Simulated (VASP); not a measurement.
Level of theory: TPSS meta-GGA, VASP's PBE PAW potentials (set 64) (plane waves; VASP).

VASP ran on this input.

File KPOINTS:
```
kpoints
0
Gamma
11 11 11
```

File KPOINTS_OPT:
```
k-points along high-symmetry lines
10
Line-mode
Reciprocal
  0.000000   0.000000   0.000000 ! GAMMA
  0.500000   0.000000   0.500000 ! X

  0.500000   0.000000   0.500000 ! X
  0.625000   0.250000   0.625000 ! U

  0.375000   0.375000   0.750000 ! K
  0.000000   0.000000   0.000000 ! GAMMA

  0.000000   0.000000   0.000000 ! GAMMA
  0.500000   0.500000   0.500000 ! L

  0.500000   0.500000   0.500000 ! L
  0.500000   0.250000   0.750000 ! W

  0.500000   0.250000   0.750000 ! W
  0.500000   0.000000   0.500000 ! X
```

INCAR:
```
# general
SYSTEM  = CoSi2
PREC    = Accurate
ENCUT   = 520
LREAL   = .FALSE.
LASPH   = .TRUE.

# electronic loop
EDIFF   = 1E-7
NELM    = 100
ALGO    = Normal
LMAXMIX = 4
LMIXTAU = .TRUE.

# smearing
ISMEAR  = -5

# functional
METAGGA = TPSS

# ions
ISIF    = 2

# output
LWAVE   = .FALSE.
LCHARG  = .FALSE.
LORBIT  = 11
NEDOS   = 601

# other
LEFG    = .TRUE.
```

### POSCAR
```
CoSi2
5.3191460
  0.0000000000   0.5000000211   0.5000000211
  0.5000000211   0.0000000000   0.5000000211
  0.5000000211   0.5000000211   0.0000000000
Co Si
1 2
Cart
  0.0000000000   0.0000000000   0.0000000000
  0.2500000106   0.2500000106   0.2500000106
  0.7500000317   0.7500000317   0.7500000317
```

POTCAR, in this order: Co Si (PBE.64 set). Program: vasp_std.

The run wrote:

File OSZICAR:
```
       N       E                     dE             d eps       ncg     rms          rms(c)
DAV:   1     0.997117358160E+02    0.99712E+02   -0.86771E+03  1360   0.177E+03
DAV:   2    -0.105212598528E+02   -0.11023E+03   -0.10408E+03  1512   0.383E+02
DAV:   3    -0.171660974334E+02   -0.66448E+01   -0.64066E+01  1676   0.114E+02
DAV:   4    -0.174090716603E+02   -0.24297E+00   -0.24218E+00  2000   0.224E+01
DAV:   5    -0.174170791621E+02   -0.80075E-02   -0.80213E-02  1924   0.401E+00    0.983E+00
DAV:   6    -0.366445310300E+02   -0.19227E+02   -0.36758E+01  1344   0.708E+01    0.110E+01
DAV:   7    -0.366945625631E+02   -0.50032E-01   -0.16088E+00  1980   0.195E+01    0.129E+01
DAV:   8    -0.358461294608E+02    0.84843E+00   -0.46492E+00  1848   0.434E+01    0.235E+00
DAV:   9    -0.355800409330E+02    0.26609E+00   -0.64713E-01  1344   0.115E+01    0.106E+00
DAV:  10    -0.358163900966E+02   -0.23635E+00   -0.51388E-01  1344   0.117E+01    0.119E+00
DAV:  11    -0.358640644831E+02   -0.47674E-01   -0.72355E-02  1564   0.492E+00    0.298E-01
DAV:  12    -0.358690992740E+02   -0.50348E-02   -0.69088E-03  2160   0.128E+00    0.229E-01
DAV:  13    -0.358672022876E+02    0.18970E-02   -0.11062E-03  1800   0.546E-01    0.134E-01
DAV:  14    -0.358693435436E+02   -0.21413E-02   -0.17328E-03  1756   0.810E-01    0.190E-02
DAV:  15    -0.358697090894E+02   -0.36555E-03   -0.11869E-04  1472   0.138E-01    0.142E-02
DAV:  16    -0.358697098684E+02   -0.77896E-06   -0.18767E-06  1712   0.187E-02    0.140E-02
DAV:  17    -0.358697143038E+02   -0.44354E-05   -0.53226E-06  1716   0.459E-02    0.703E-03
DAV:  18    -0.358697184780E+02   -0.41743E-05   -0.17913E-06  1464   0.162E-02    0.443E-03
DAV:  19    -0.358697175464E+02    0.93161E-06   -0.33892E-07  1576   0.110E-02    0.309E-03
DAV:  20    -0.358697176935E+02   -0.14704E-06   -0.28223E-08   752   0.204E-03    0.181E-03
DAV:  21    -0.358697176397E+02    0.53774E-07   -0.26725E-08   752   0.250E-03
   1 F= -.35869718E+02 E0= -.35869718E+02  d E =0.000000E+00
       N       E                     dE             ncg
       N       E                     dE             ncg
```

### OUTCAR
```
------------------------ aborting loop because EDIFF is reached ----------------------------------------
  FORCE on cell =-STRESS in cart. coord.  units (eV):
  Direction    XX          YY          ZZ          XY          YZ          ZX
  --------------------------------------------------------------------------------------
  Total       -0.0231733     -0.0231733     -0.0231733      0.0000000      0.0000000     -0.0000000
  in kB       -0.9868067     -0.9868067     -0.9868067      0.0000000      0.0000000     -0.0000000
  external PRESSURE =      -0.9868067 kB  Pullay stress =       0.0000000 kB
  volume of cell :       37.62
      direct lattice vectors                 reciprocal lattice vectors
     0.000000000  2.659573112  2.659573112    -0.188000096  0.188000096  0.188000096
     2.659573112  0.000000000  2.659573112     0.188000096 -0.188000096  0.188000096
     2.659573112  2.659573112  0.000000000     0.188000096  0.188000096 -0.188000096
 POSITION                                       TOTAL-FORCE (eV/Angst)
 -----------------------------------------------------------------------------------
      0.00000      0.00000      0.00000        -0.000000     -0.000000      0.000000
      1.32979      1.32979      1.32979         0.000000      0.000000      0.000000
      3.98936      3.98936      3.98936        -0.000000      0.000000     -0.000000
 -----------------------------------------------------------------------------------
    total drift:                               -0.000000     -0.000000      0.000000
  FREE ENERGIE OF THE ION-ELECTRON SYSTEM (eV)
  ---------------------------------------------------
  free  energy   TOTEN  =       -35.8697176397 eV

  energy  without entropy=      -35.8697176397  energy(sigma->0) =      -35.86971764

 total charge

# of ion       s       p       d       tot
------------------------------------------
    1        0.553   0.748   7.604   8.904
    2        0.724   0.893   0.000   1.617
    3        0.724   0.893   0.000   1.617
--------------------------------------------------
tot          2.001   2.534   7.604  12.139

 Electric field gradients after diagonalization (V/A^2)
 (convention: |V_zz| > |V_xx| > |V_yy|)
----------------------------------------------------------------------
 ion       V_xx      V_yy      V_zz     asymmetry (V_yy - V_xx)/ V_zz
----------------------------------------------------------------------
   1       0.002     0.002    -0.004       0.000
   2       0.000     0.000    -0.000       0.000
   3       0.000     0.000    -0.000       0.000
```
(Selected blocks of OUTCAR.)

For a metal the tetrahedron method with Blöchl corrections gives inexact stress and forces.

The compound is CoSi2 in the fluorite structure. It was relaxed first. The run is not spin-polarised, so no magnetic state was tried. The electron count is odd and the run is not spin-polarised, which forces a metal.
